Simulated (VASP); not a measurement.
Given:

```
CELL_PARAMETERS angstrom
      4.28548     2.13925     2.13925
      2.13925     4.28548     2.13925
      2.13925     2.13925     4.28548
ATOMIC_POSITIONS crystal
  Ni 0.00000 0.00000 0.00000
  Ni 0.50000 0.50000 0.50000
  O  0.25000 0.25000 0.25000
  O  0.75000 0.75000 0.75000
```
Starting moments (μB, in the order of the record's atoms Ni Ni O O): 1.4 -1.4 0.0 0.0.

Computed with vdW-DF2, VASP's PBE PAW potentials (set 64) (plane waves; VASP). Settings: 520 eV cut-off, 10×10×10 Γ-centred mesh, tetrahedra with Blöchl corrections, potentials Ni O.

Question: Estimate the cell moment, energy per atom (σ→0).

Answer: 
```
Property                       Result
---------------------  --------------
cell moment                   0.00 μB
energy per atom (σ→0)  -3.547 eV/atom
```

Question: Give the moment on each site (PAW-sphere projection).

Answer: 
```tsv
site	moment (μB)
Ni1	1.38
Ni2	-1.38
O3	0.00
O4	0.00
```

Total energies compare only between runs with the same potentials, cut-off and functional.

The compound is NiO in the rock salt, AFM-II order structure. It was relaxed first, which changed the volume by +8 %.
